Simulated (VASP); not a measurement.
Here is the system:

```
Cd
1.0
    1.49000    -2.58076     0.00000
    1.49000     2.58076     0.00000
    0.00000     0.00000     5.62000
Cd
2
Direct
  0.33333   0.66667   0.25000
  0.66667   0.33333   0.75000
```

These are PBE GGA, VASP's PBE PAW potentials (set 64) (plane waves; VASP) values and carry that method's errors. Numerical set-up: 300 eV cut-off, 15×15×7 Γ-centred mesh, Fermi-Dirac smearing of 0.14 eV, potentials Cd.

### Question
Give the energies of bands 11 to 15 at the high-symmetry points, in eV from the Fermi level.

### Answer

| band | Γ | M | K | A | L | H |
|---|---|---|---|---|---|---|
| 11 | -8.52 | -2.39 | -0.02 | -7.43 | -1.59 | 0.99 |
| 12 | -3.09 | -1.90 | -0.02 | -7.43 | -1.59 | 0.99 |
| 13 | -3.09 | 1.93 | 0.36 | 3.66 | 0.03 | 1.49 |
| 14 | 10.50 | 2.98 | 4.31 | 3.66 | 0.03 | 1.49 |
| 15 | 14.40 | 3.12 | 4.82 | 14.72 | 8.04 | 1.79 |

It has no gap at this level: it comes out as a metal or semimetal.

The structure is a typed Cd crystal. The cell was not relaxed at this level.
